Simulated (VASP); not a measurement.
```
BaO
1.0
    0.00000     2.83079     2.83079
    2.83079     0.00000     2.83079
    2.83079     2.83079     0.00000
Ba O
1 1
Direct
  0.00000   0.00000   0.00000
  0.50000   0.50000   0.50000
```

Level of theory: revPBE GGA, VASP's PBE PAW potentials (set 64) (plane waves; VASP 6.6.1). Numerical set-up: 520 eV cut-off, Gaussian smearing of 0.050 eV, potentials Ba_sv O.

Unless said otherwise, spin-orbit coupling is left out, though it shifts the bands of the heavy elements here.

Task: Give the energies of bands 6 to 11 at the high-symmetry points, in eV from the valence-band maximum.

Result: 
| band | Γ | X | U | L | W |
|---|---|---|---|---|---|
| 6 | -0.18 | -0.07 | -0.76 | -1.71 | -1.07 |
| 7 | -0.18 | -0.07 | -0.57 | -1.19 | -0.15 |
| 8 | -0.18 | 0.00 | -0.11 | -1.19 | -0.15 |
| 9 | 3.41 | 2.26 | 3.57 | 4.91 | 4.67 |
| 10 | 4.74 | 5.74 | 6.45 | 6.97 | 4.67 |
| 11 | 4.74 | 8.55 | 6.69 | 6.97 | 6.56 |

The gap is direct, 2.26 eV, from the valence maximum at X to the conduction minimum at X.

Measured: gap 4.40 eV (computed value off by -2.14 eV), as given by Abedi et al., (2022), arXiv:2211.14644.

The compound is BaO in the rock salt structure. It was relaxed first, which changed the volume by +7 %.
